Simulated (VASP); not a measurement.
Output of a VASP run:

**OSZICAR**
```
       N       E                     dE             d eps       ncg     rms          rms(c)
DAV:   1     0.276592770699E+03    0.27659E+03   -0.20419E+04   800   0.186E+03
DAV:   2    -0.139127446513E+02   -0.29051E+03   -0.27888E+03  1064   0.427E+02
DAV:   3    -0.258779268166E+02   -0.11965E+02   -0.11927E+02   956   0.849E+01
DAV:   4    -0.262721551575E+02   -0.39423E+00   -0.39380E+00  1340   0.132E+01
DAV:   5    -0.262753216686E+02   -0.31665E-02   -0.31664E-02   920   0.121E+00    0.912E+00
DAV:   6    -0.242707314103E+02    0.20046E+01   -0.76366E+00   888   0.257E+01    0.524E+00
DAV:   7    -0.242494138326E+02    0.21318E-01   -0.41809E-01  1048   0.476E+00    0.350E+00
DAV:   8    -0.242405388004E+02    0.88750E-02   -0.95631E-02   936   0.316E+00    0.477E-01
DAV:   9    -0.242373550139E+02    0.31838E-02   -0.31750E-02   948   0.141E+00    0.134E-01
DAV:  10    -0.242374418134E+02   -0.86799E-04   -0.25123E-03  1088   0.424E-01    0.866E-02
DAV:  11    -0.242374476489E+02   -0.58355E-05   -0.52029E-05   968   0.687E-02    0.184E-02
DAV:  12    -0.242374458668E+02    0.17820E-05   -0.48879E-05   960   0.581E-02    0.403E-03
DAV:  13    -0.242374459892E+02   -0.12236E-06   -0.26304E-06   756   0.145E-02
   1 F= -.14878762E+02 E0= -.14878762E+02  d E =-.148788E+02
```

### OUTCAR
```
------------------------ aborting loop because EDIFF is reached ----------------------------------------
  FORCE on cell =-STRESS in cart. coord.  units (eV):
  Direction    XX          YY          ZZ          XY          YZ          ZX
  --------------------------------------------------------------------------------------
  Total        9.3577123      9.3577123      9.3577123      0.0000000     -0.0000000      0.0000000
  in kB      299.9688388    299.9688388    299.9688388      0.0000000     -0.0000000      0.0000000
  external PRESSURE =      -0.0311612 kB  Pullay stress =     300.0000000 kB
  volume of cell :       49.98
      direct lattice vectors                 reciprocal lattice vectors
     3.683562498  0.000000000  0.000000000     0.271476322  0.000000000  0.000000000
     0.000000000  3.683562498  0.000000000     0.000000000  0.271476322  0.000000000
     0.000000000  0.000000000  3.683562498     0.000000000  0.000000000  0.271476322
 POSITION                                       TOTAL-FORCE (eV/Angst)
 -----------------------------------------------------------------------------------
      0.00000      0.00000      0.00000         0.000000      0.000000      0.000000
      1.84178      1.84178      1.84178         0.000000      0.000000      0.000000
      1.84178      0.00000      1.84178         0.000000      0.000000      0.000000
      0.00000      1.84178      1.84178         0.000000      0.000000      0.000000
      1.84178      1.84178      0.00000         0.000000      0.000000      0.000000
 -----------------------------------------------------------------------------------
    total drift:                                0.000000      0.000000     -0.000000
  FREE ENERGIE OF THE ION-ELECTRON SYSTEM (eV)
  ---------------------------------------------------
  free  energy   TOTEN  =       -24.2374459892 eV

  energy  without entropy=      -24.2374459892  energy(sigma->0) =      -24.23744599
  enthalpy is  TOTEN    =       -14.8787616172 eV   P V=        9.3586843720

 reached required accuracy - stopping structural energy minimisation
```
(Selected blocks of OUTCAR.)

POSCAR:
```
KMgF3
1
    3.6835624977    -0.0000000000     0.0000000000
   -0.0000000000     3.6835624977     0.0000000000
    0.0000000000    -0.0000000000     3.6835624977
K Mg F
1 1 3
Direct
  0.0000000000   0.0000000000   0.0000000000
  0.5000000000   0.5000000000   0.5000000000
  0.5000000000   0.0000000000   0.5000000000
  0.0000000000   0.5000000000   0.5000000000
  0.5000000000   0.5000000000   0.0000000000
```

Write an INCAR and KPOINTS that could have produced this output.

Several could match; the one computed here: the input of the run itself, PBEsol GGA, plane waves, VASP's PBE PAW potentials (set 64).

**KPOINTS**
```
Automatic mesh
0
Gamma
6 6 6
0 0 0
```

### INCAR
```
SYSTEM  =  KMgF3
PREC  =  Accurate; ENCUT  =  620; LREAL  =  .False.
LASPH  =  .True.
EDIFF  =  1E-6; NELM  =  100; ALGO  =  Normal
ISMEAR  =  0; SIGMA  =  0.05
GGA  =  PS
IBRION  =  2; NSW  =  40; ISIF  =  3
EDIFFG  =  -0.02; PSTRESS  =  300
LWAVE  =  .False.; LCHARG  =  .False.
```

POTCAR, in this order: K_sv Mg F (PBE.64 set). Program: vasp_std.

The compound is KMgF3 in the cubic perovskite structure. It was relaxed first under an external pressure of 30 GPa.
